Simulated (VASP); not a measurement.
Ru:

```
Ru
1.0
    -1.46157    1.46157    1.46157
     1.46157   -1.46157    1.46157
     1.46157    1.46157   -1.46157
Ru
1
Direct
  0.00000 0.00000 0.00000
```

The cell was built by a generator and needn't be a form met in nature.

- Program: VASP 6.6.1
- Task: relaxation of cell and atoms
- Functional: LDA
- Potentials or basis: VASP PAW LDA potentials, release 64 (Ru_pv)
- Cutoff: 600 eV
- k mesh: 18 × 18 × 18
- Occupations: methfessel-paxton, width 0.1 eV
- Spin: no spin polarisation

At the start: pressure 31.9 GPa; volume 12.49 Å³/atom.

Question: Where does the relaxation end?

Answer: Over 18 steps the energy falls by 95.3 meV/atom and the volume is 13.52 Å³/atom (+8.3 %); space group Im-3m (No. 229, to 0.05 Å).

The path:
```tsv
step	energy change (eV)	largest force (eV/Å)	pressure (GPa)	volume (Å³)
1	0.0000	0.0000	31.94	12.49
2	0.6494	0.0000	-45.61	17.55
3	-0.0941	0.0000	-3.09	13.65
4	-0.0953	0.0000	-0.38	13.53
5	-0.0953	0.0000	0.20	13.51
6	-0.0953	0.0000	0.22	13.51
7	-0.0953	0.0000	0.23	13.51
8	-0.0953	0.0000	0.19	13.51
9	-0.0953	0.0000	0.19	13.51
10	-0.0953	0.0000	0.19	13.51
11	-0.0953	0.0000	0.19	13.51
12	-0.0953	0.0000	0.19	13.51
13	-0.0953	0.0000	0.19	13.51
14	-0.0953	0.0000	0.19	13.51
15	-0.0953	0.0000	0.20	13.51
16	-0.0953	0.0000	0.21	13.51
17	-0.0953	0.0000	0.12	13.52
18	-0.0953	0.0000	0.06	13.52
```

Final structure:
```xyz
1
Lattice="-1.5007 1.5007 1.5007 1.5007 -1.5007 1.5007 1.5007 1.5007 -1.5007" Properties=species:S:1:pos:R:3 pbc="T T T"
Ru    3.0014    0.0000    0.0000
```
